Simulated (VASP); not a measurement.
```xyz
2
Lattice="0.0000 2.8494 2.8494 2.8494 0.0000 2.8494 2.8494 2.8494 0.0000" Properties=species:S:1:pos:R:3 pbc="T T T"
Na     0.0000     0.0000     0.0000
Cl     2.8494     2.8494     2.8494
```

All values below come from TPSS meta-GGA, VASP's PBE PAW potentials (set 64) (plane waves; VASP 6.6.1). Settings: 520 eV cut-off, 9×9×9 Γ-centred mesh, tetrahedra with Blöchl corrections, potentials Na_pv Cl.

**Question.** Give the energies of bands 5 to 10 at the high-symmetry points, in eV from the valence-band maximum.

**Answer.** 
```csv
band,Γ,X,U,L,W
5,0.00,-1.57,-1.33,-1.81,-1.12
6,0.00,-0.56,-1.05,-0.25,-1.12
7,0.00,-0.56,-0.47,-0.25,-0.70
8,5.35,7.85,8.52,7.50,9.11
9,11.39,8.33,9.26,10.78,9.88
10,11.39,11.44,10.70,11.24,9.88
```

The gap is direct, 5.35 eV, from the valence maximum at Γ to the conduction minimum at Γ.

Measured: gap 8.97 eV (computed value off by -3.62 eV), as given by Wei Chen et al., Physical Review Materials (2018), doi:10.1103/physrevmaterials.2.073803.

The compound is NaCl in the rock salt structure. It was relaxed first.
